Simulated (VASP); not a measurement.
Output of a VASP run:

**OSZICAR**
```
       N       E                     dE             d eps       ncg     rms          rms(c)
DAV:   1     0.129065636976E+03    0.12907E+03   -0.96654E+03    30   0.103E+03
DAV:   2    -0.176832468794E+02   -0.14675E+03   -0.14581E+03    37   0.291E+02
DAV:   3    -0.201973679840E+02   -0.25141E+01   -0.25049E+01    44   0.416E+01
DAV:   4    -0.202133957774E+02   -0.16028E-01   -0.16027E-01    37   0.351E+00
DAV:   5    -0.202137118420E+02   -0.31606E-03   -0.31606E-03    44   0.411E-01    0.176E+01
DAV:   6    -0.200596478263E+02    0.15406E+00   -0.22184E-01    30   0.421E+00    0.847E+00
DAV:   7    -0.200209778081E+02    0.38670E-01   -0.15221E-01    44   0.210E+00    0.246E+00
DAV:   8    -0.200281446851E+02   -0.71669E-02   -0.30476E-02    30   0.136E+00    0.405E-01
DAV:   9    -0.200343019739E+02   -0.61573E-02   -0.59181E-03    30   0.557E-01    0.117E-01
DAV:  10    -0.200346342002E+02   -0.33223E-03   -0.12364E-04    30   0.677E-02    0.400E-02
DAV:  11    -0.200347428359E+02   -0.10864E-03   -0.11342E-04    30   0.777E-02    0.533E-03
DAV:  12    -0.200347440174E+02   -0.11815E-05   -0.53971E-06    44   0.135E-02    0.222E-03
DAV:  13    -0.200347447849E+02   -0.76753E-06   -0.70665E-07    23   0.459E-03
   1 F= -.20034745E+02 E0= -.20034745E+02  d E =-.188975E-20
```

File OUTCAR:
```
------------------------ aborting loop because EDIFF is reached ----------------------------------------
  FORCE on cell =-STRESS in cart. coord.  units (eV):
  Direction    XX          YY          ZZ          XY          YZ          ZX
  --------------------------------------------------------------------------------------
  Total       -4.5342749     -4.5342749     -4.5342749      0.0000000      0.0000000      0.0000000
  in kB     -129.3562931   -129.3562931   -129.3562931      0.0000000      0.0000000      0.0000000
  external PRESSURE =    -129.3562931 kB  Pullay stress =       0.0000000 kB
  volume of cell :       56.16
      direct lattice vectors                 reciprocal lattice vectors
     0.000000000  3.039487000  3.039487000    -0.164501444  0.164501444  0.164501444
     3.039487000  0.000000000  3.039487000     0.164501444 -0.164501444  0.164501444
     3.039487000  3.039487000  0.000000000     0.164501444  0.164501444 -0.164501444
 POSITION                                       TOTAL-FORCE (eV/Angst)
 -----------------------------------------------------------------------------------
      0.00000      0.00000      0.00000        -0.000000     -0.000000     -0.000000
      1.51974      1.51974      1.51974        -0.000000     -0.000000     -0.000000
      4.55923      4.55923      4.55923         0.000000      0.000000      0.000000
 -----------------------------------------------------------------------------------
    total drift:                               -0.000000     -0.000000      0.000000
  FREE ENERGIE OF THE ION-ELECTRON SYSTEM (eV)
  ---------------------------------------------------
  free  energy   TOTEN  =       -20.0347447849 eV

  energy  without entropy=      -20.0347447849  energy(sigma->0) =      -20.03474478
```
(Selected blocks of OUTCAR.)

File POSCAR:
```
Si2Mo
1
    0.0000000000     3.0394870000     3.0394870000
    3.0394870000     0.0000000000     3.0394870000
    3.0394870000     3.0394870000     0.0000000000
Mo Si
1 2
Direct
  0.0000000000   0.0000000000   0.0000000000
  0.2500000000   0.2500000000   0.2500000000
  0.7500000000   0.7500000000   0.7500000000
```

Q: Reconstruct the remaining input files.

A: This is not unique; one that fits is the input of the run itself, PBE GGA, plane waves, VASP's PBE PAW potentials (set 64).

### INCAR
```
SYSTEM = Si2Mo
PREC = Accurate
ENCUT = 400
EDIFF = 1E-6
NELM = 100
ALGO = Normal
LREAL = .FALSE.
LASPH = .TRUE.
ISMEAR = 0
SIGMA = 0.05
GGA = PE
LMAXMIX = 4
LWAVE = .FALSE.
LCHARG = .FALSE.
ISIF = 2
```

KPOINTS:
```
Automatic mesh
0
Gamma
1 1 1
0 0 0
```

POTCAR, in this order: Mo_sv Si (PBE.64 set). Program: vasp_std.

The structure was generated: Si2Mo was put into the fluorite type (Fm-3m), which need not be its known phase. The cell was not relaxed at this level. The k-mesh is coarse (spacing up to 1.79 per Å, 2π included), so the numbers may not be converged in it.
